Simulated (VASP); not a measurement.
```
CELL_PARAMETERS angstrom
      0.00000     3.28846     3.28846
      3.28846     0.00000     3.28846
      3.28846     3.28846     0.00000
ATOMIC_POSITIONS crystal
  Hg 0.00000 0.00000 0.00000
  Te 0.25000 0.25000 0.25000
```

Calculation: PBE GGA, VASP's PBE PAW potentials (set 64) (plane waves; VASP). Settings: 300 eV cut-off, 9×9×9 Γ-centred mesh, Fermi-Dirac smearing of 0.050 eV, potentials Hg Te.

Energy and stress use the plane-wave basis of the starting cell.

The ions, cell shape and volume are relaxed. Which structure does the run end with?

```
CELL_PARAMETERS angstrom
      0.00000     3.32036     3.32036
      3.32036     0.00000     3.32036
      3.32036     3.32036     0.00000
ATOMIC_POSITIONS crystal
  Hg 0.00000 0.00000 0.00000
  Te 0.25000 0.25000 0.25000
```
Space group F-43m (216), at a tolerance of 0.03 Å.

How do energy and volume change from the first to the last step?

The energy (σ→0) changes by -3.3 meV/atom and the volume by +2.9 %, in 3 ionic steps.

```tsv
step	E(σ→0) (eV)	max force (eV/Å)	pressure (GPa)	volume (Å³)
1	-3.6394	0.000	1.05	71.12
2	-3.6459	0.000	-0.15	73.56
3	-3.6460	0.000	0.00	73.21
```

The structure is a typed HgTe crystal. This run relaxes it. Symmetry was kept, so distortions that lower it aren't found. The run is one of a series of settings (EDIFFG = -0.01, IBRION = 2, ISIF = 3, NSW = 50 against the base run), some of them coarse on purpose.
